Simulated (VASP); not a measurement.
Computed with AM05 GGA, VASP's PBE PAW potentials (set 64) (plane waves; VASP).

The input files of a VASP run:

### POSCAR
```
Cs
6.2405940
 -0.4999999813   0.4999999813   0.4999999813
  0.4999999813  -0.4999999813   0.4999999813
  0.4999999813   0.4999999813  -0.4999999813
Cs
1
direct
  0.0000000000   0.0000000000   0.0000000000
```

INCAR:
```
ALGO  =  Normal
EDIFF  =  1E-7
ENCUT  =  520
GGA  =  AM
ISIF  =  2
ISMEAR  =  1
LASPH  =  .TRUE.
LCHARG  =  .FALSE.
LMAXMIX  =  4
LREAL  =  .FALSE.
LWAVE  =  .FALSE.
NELM  =  100
PREC  =  Accurate
SIGMA  =  0.1
SYSTEM  =  Cs
```

**KPOINTS**
```
Automatic mesh
0
Gamma
8 8 8
0 0 0
```

POTCAR, in this order: Cs_sv (PBE.64 set). Program: vasp_std.

Output

**OSZICAR**
```
       N       E                     dE             d eps       ncg     rms          rms(c)
DAV:   1     0.562627216754E+02    0.56263E+02   -0.30042E+03   464   0.784E+02
DAV:   2     0.442817394153E+01   -0.51835E+02   -0.51223E+02   648   0.123E+02
DAV:   3    -0.740455335656E+00   -0.51686E+01   -0.51665E+01   472   0.475E+01
DAV:   4    -0.810944978658E+00   -0.70490E-01   -0.70484E-01   840   0.693E+00
DAV:   5    -0.811030103188E+00   -0.85125E-04   -0.85125E-04   608   0.145E-01    0.153E-01
DAV:   6    -0.813459949870E+00   -0.24298E-02   -0.13329E-03   720   0.273E-01    0.108E-01
DAV:   7    -0.815504433947E+00   -0.20445E-02   -0.68904E-03   480   0.716E-01    0.217E-02
DAV:   8    -0.815458776226E+00    0.45658E-04   -0.11439E-04   800   0.896E-02    0.741E-03
DAV:   9    -0.815468746945E+00   -0.99707E-05   -0.77996E-06   680   0.271E-02    0.354E-03
DAV:  10    -0.815470870180E+00   -0.21232E-05   -0.32726E-06   648   0.180E-02    0.782E-04
DAV:  11    -0.815470864636E+00    0.55439E-08   -0.24959E-07   784   0.435E-03
   1 F= -.81547086E+00 E0= -.81455475E+00  d E =-.274833E-02
```

File OUTCAR:
```
------------------------ aborting loop because EDIFF is reached ----------------------------------------
  FORCE on cell =-STRESS in cart. coord.  units (eV):
  Direction    XX          YY          ZZ          XY          YZ          ZX
  --------------------------------------------------------------------------------------
  Total       -0.0431278     -0.0431278     -0.0431278      0.0000000     -0.0000000     -0.0000000
  in kB       -0.5686178     -0.5686178     -0.5686178      0.0000000     -0.0000000     -0.0000000
  external PRESSURE =      -0.5686178 kB  Pullay stress =       0.0000000 kB
  volume of cell :      121.52
      direct lattice vectors                 reciprocal lattice vectors
    -3.120296883  3.120296883  3.120296883     0.000000000  0.160241163  0.160241163
     3.120296883 -3.120296883  3.120296883     0.160241163  0.000000000  0.160241163
     3.120296883  3.120296883 -3.120296883     0.160241163  0.160241163  0.000000000
 POSITION                                       TOTAL-FORCE (eV/Angst)
 -----------------------------------------------------------------------------------
      0.00000      0.00000      0.00000        -0.000000      0.000000      0.000000
 -----------------------------------------------------------------------------------
    total drift:                               -0.000000      0.000000      0.000000
  FREE ENERGIE OF THE ION-ELECTRON SYSTEM (eV)
  ---------------------------------------------------
  free  energy   TOTEN  =        -0.8154708646 eV

  energy  without entropy=       -0.8127225327  energy(sigma->0) =       -0.81455475
```
(Selected blocks of OUTCAR.)

File OUTCAR:
```
 val. band max:        0.3422739271   @ k =   0.2500   0.2500   0.0000

 cond. band min:       0.3681613677   @ k =   0.3750   0.1250   0.0000


 Fermi energy:         0.3490064661

 k-point     1 :       0.0000    0.0000    0.0000
  band No.  band energies     occupation
      1     -23.6107      2.00000
      2     -10.3268      2.00000
      3     -10.3268      2.00000
      4     -10.3268      2.00000
      5      -1.2908      2.00000
      6       2.8331      0.00000
      7       2.8331      0.00000
      8       2.8331      0.00000

 k-point     2 :       0.1250    0.0000    0.0000
  band No.  band energies     occupation
      1     -23.6099      2.00000
      2     -10.3436      2.00000
      3     -10.3323      2.00000
      4     -10.3268      2.00000
      5      -1.1290      2.00000
      6       2.6438      0.00000
      7       2.6597      0.00000
      8       2.9948      0.00000

 k-point     3 :       0.2500    0.0000    0.0000
  band No.  band energies     occupation
      1     -23.6082      2.00000
      2     -10.3834      2.00000
      3     -10.3455      2.00000
      4     -10.3268      2.00000
      5      -0.6766      2.00000
      6       2.0601     -0.00000
      7       2.3392     -0.00000
      8       3.4928      0.00000

 k-point     4 :       0.3750    0.0000    0.0000
  band No.  band energies     occupation
      1     -23.6064      2.00000
      2     -10.4223      2.00000
      3     -10.3587      2.00000
      4     -10.3268      2.00000
      5      -0.0466      2.00000
      6       1.4824     -0.00000
      7       2.0937     -0.00000
      8       3.5656      0.00000

 k-point     5 :       0.5000    0.0000    0.0000
  band No.  band energies     occupation
      1     -23.6057      2.00000
      2     -10.4382      2.00000
      3     -10.3641      2.00000
      4     -10.3268      2.00000
      5       0.3979      0.27162
      6       1.1233     -0.00000
      7       2.0055     -0.00000
...
```

Unless said otherwise, spin-orbit coupling is left out, though it shifts the bands of the heavy elements here.

The compound is Cs in the bcc structure. This cell is one point of a volume scan, at 1.03 of the reference volume.
